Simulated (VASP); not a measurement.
Output of a VASP run:

OSZICAR:
```
       N       E                     dE             d eps       ncg     rms          rms(c)
DAV:   1     0.119840589496E+03    0.11984E+03   -0.86900E+03  2280   0.135E+03
DAV:   2    -0.428843901144E+01   -0.12413E+03   -0.11387E+03  2948   0.335E+02
DAV:   3    -0.942813785926E+01   -0.51397E+01   -0.51008E+01  2868   0.645E+01
DAV:   4    -0.956890222711E+01   -0.14076E+00   -0.14064E+00  3560   0.920E+00
DAV:   5    -0.957047308893E+01   -0.15709E-02   -0.15708E-02  2860   0.102E+00    0.629E+00
DAV:   6    -0.832650199338E+01    0.12440E+01   -0.43987E+00  2532   0.181E+01    0.368E+00
DAV:   7    -0.829941278349E+01    0.27089E-01   -0.12248E-01  3100   0.315E+00    0.221E+00
DAV:   8    -0.829556370250E+01    0.38491E-02   -0.56463E-02  2472   0.280E+00    0.206E-01
DAV:   9    -0.829727491887E+01   -0.17112E-02   -0.62902E-03  3204   0.658E-01    0.121E-01
DAV:  10    -0.829783591890E+01   -0.56100E-03   -0.86509E-04  2604   0.294E-01    0.598E-02
DAV:  11    -0.829797261239E+01   -0.13669E-03   -0.34440E-04  2536   0.152E-01    0.195E-02
DAV:  12    -0.829796521053E+01    0.74019E-05   -0.58764E-05  2904   0.650E-02    0.710E-03
DAV:  13    -0.829796473432E+01    0.47621E-06   -0.49765E-06  2572   0.224E-02
   1 F= -.82979647E+01 E0= -.82979647E+01  d E =-.878332E-11
```

**OUTCAR**
```
------------------------ aborting loop because EDIFF is reached ----------------------------------------
  FORCE on cell =-STRESS in cart. coord.  units (eV):
  Direction    XX          YY          ZZ          XY          YZ          ZX
  --------------------------------------------------------------------------------------
  Total        0.1007570      0.1145356      0.1324330      0.0000000      0.0000000      0.0000000
  in kB        4.1065022      4.6680676      5.3975042      0.0000000      0.0000000      0.0000000
  external PRESSURE =       4.7240247 kB  Pullay stress =       0.0000000 kB
  volume of cell :       39.31
      direct lattice vectors                 reciprocal lattice vectors
     0.000000000  2.698648000  2.694774000    -0.184992724  0.185277961  0.185544317
     2.702809000  0.000000000  2.694774000     0.184992724 -0.185277961  0.185544317
     2.702809000  2.698648000  0.000000000     0.184992724  0.185277961 -0.185544317
  FREE ENERGIE OF THE ION-ELECTRON SYSTEM (eV)
  ---------------------------------------------------
  free  energy   TOTEN  =        -8.2979647343 eV

  energy  without entropy=       -8.2979647343  energy(sigma->0) =       -8.29796473
```
(Selected blocks of OUTCAR.)

**POSCAR**
```
KF
1
    0.0000000000     2.6986480000     2.6947740000
    2.7028090000     0.0000000000     2.6947740000
    2.7028090000     2.6986480000     0.0000000000
K F
1 1
Direct
  0.0000000000   0.0000000000   0.0000000000
  0.4961330000   0.5038670000   0.5038670000
```

Question: Write an INCAR and KPOINTS that could have produced this output.

Answer: This is not unique; one that fits is the input of the run itself, PBE GGA, plane waves, VASP's PBE PAW potentials (set 64).

**KPOINTS**
```
Automatic mesh
0
Gamma
8 8 8
0 0 0
```

**INCAR**
```
SYSTEM=KF
PREC=Accurate; ENCUT=550; LREAL=F
LASPH=T
EDIFF=1E-6; NELM=100; ALGO=Normal
ISMEAR=0; SIGMA=0.05
GGA=PE
ISIF=2
LWAVE=F; LCHARG=F
```

POTCAR, in this order: K_sv F (PBE.64 set). Program: vasp_std.

The compound is KF in the rock salt structure. The cell was not relaxed at this level, atoms are displaced from their ideal sites. The run is one of a series of settings (ENCUT = 550 against the base run), some of them coarse on purpose.
